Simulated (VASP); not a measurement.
All values below come from PBE GGA, VASP's PBE PAW potentials (set 64) (plane waves; VASP 6.6.1).

VASP input:

### POSCAR
```
CsPbCl3
1
    4.9036752370    -0.0000000000     0.0000000000
    0.0000000000     4.9036752370    -0.0000000000
    0.0000000000     0.0000000000     4.9036752370
Cs Pb Cl
1 1 3
Direct
  0.0000000000   0.0000000000   0.0000000000
  0.5000000000   0.5000000000   0.5000000000
  0.5000000000   0.0000000000   0.5000000000
  0.0000000000   0.5000000000   0.5000000000
  0.5000000000   0.5000000000   0.0000000000
```

KPOINTS:
```
K-points
0
Gamma
  6 6 6
0 0 0
```

### INCAR
```
SYSTEM  =  CsPbCl3
PREC  =  Accurate; ENCUT  =  500; LREAL  =  .False.
LASPH  =  .True.
EDIFF  =  1E-6; NELM  =  100; ALGO  =  Normal
LMAXMIX  =  4
ISMEAR  =  1; SIGMA  =  0.1
GGA  =  PE
IBRION  =  2; NSW  =  40; ISIF  =  3
EDIFFG  =  -0.02; PSTRESS  =  300
LWAVE  =  .False.; LCHARG  =  .False.
```

POTCAR, in this order: Cs_sv Pb_d Cl (PBE.64 set). Program: vasp_std.

Output

**OSZICAR**
```
       N       E                     dE             d eps       ncg     rms          rms(c)
DAV:   1     0.456639203588E+03    0.45664E+03   -0.20641E+04  1040   0.164E+03
DAV:   2     0.395670264579E+02   -0.41707E+03   -0.40685E+03  1228   0.393E+02
DAV:   3    -0.115524887751E+02   -0.51120E+02   -0.49171E+02  1306   0.141E+02
DAV:   4    -0.136655323966E+02   -0.21130E+01   -0.21022E+01  1344   0.307E+01
DAV:   5    -0.137455416702E+02   -0.80009E-01   -0.79927E-01  1478   0.585E+00    0.146E+01
DAV:   6    -0.132764191330E+02    0.46912E+00   -0.10212E+00  1452   0.918E+00    0.879E+00
DAV:   7    -0.132574394831E+02    0.18980E-01   -0.74792E-01  1638   0.572E+00    0.184E+00
DAV:   8    -0.132521363074E+02    0.53032E-02   -0.14286E-01  1576   0.399E+00    0.462E-01
DAV:   9    -0.132519719098E+02    0.16440E-03   -0.12217E-02  1620   0.123E+00    0.794E-02
DAV:  10    -0.132521935810E+02   -0.22167E-03   -0.85711E-04  1302   0.197E-01    0.355E-02
DAV:  11    -0.132522328232E+02   -0.39242E-04   -0.10786E-04  1592   0.103E-01    0.188E-02
DAV:  12    -0.132522382582E+02   -0.54350E-05   -0.18155E-05  1634   0.424E-02    0.716E-03
DAV:  13    -0.132522385530E+02   -0.29487E-06   -0.80790E-07   902   0.105E-02
   1 F= 0.88265770E+01 E0= 0.88266921E+01  d E =0.882658E+01
```

OUTCAR:
```
------------------------ aborting loop because EDIFF is reached ----------------------------------------
  FORCE on cell =-STRESS in cart. coord.  units (eV):
  Direction    XX          YY          ZZ          XY          YZ          ZX
  --------------------------------------------------------------------------------------
  Total       22.0260924     22.0260924     22.0260924      0.0000000     -0.0000000      0.0000000
  in kB      299.2836143    299.2836143    299.2836143      0.0000000     -0.0000000      0.0000000
  external PRESSURE =      -0.7163857 kB  Pullay stress =     300.0000000 kB
  volume of cell :      117.91
      direct lattice vectors                 reciprocal lattice vectors
     4.903675237  0.000000000  0.000000000     0.203928676  0.000000000  0.000000000
     0.000000000  4.903675237  0.000000000     0.000000000  0.203928676  0.000000000
     0.000000000  0.000000000  4.903675237     0.000000000  0.000000000  0.203928676
 POSITION                                       TOTAL-FORCE (eV/Angst)
 -----------------------------------------------------------------------------------
      0.00000      0.00000      0.00000         0.000000      0.000000      0.000000
      2.45184      2.45184      2.45184         0.000000      0.000000      0.000000
      2.45184      0.00000      2.45184         0.000000      0.000000      0.000000
      0.00000      2.45184      2.45184         0.000000      0.000000      0.000000
      2.45184      2.45184      0.00000         0.000000      0.000000      0.000000
 -----------------------------------------------------------------------------------
    total drift:                                0.000000      0.000000      0.000000
  FREE ENERGIE OF THE ION-ELECTRON SYSTEM (eV)
  ---------------------------------------------------
  free  energy   TOTEN  =       -13.2522385530 eV

  energy  without entropy=      -13.2518933875  energy(sigma->0) =      -13.25212350
  enthalpy is  TOTEN    =         8.8265770165 eV   P V=       22.0788155695

 reached required accuracy - stopping structural energy minimisation
```
(Selected blocks of OUTCAR.)

The compound is CsPbCl3 in the cubic perovskite structure, the ideal cubic form; the compound distorts at low or room temperature. It was relaxed first under an external pressure of 30 GPa.
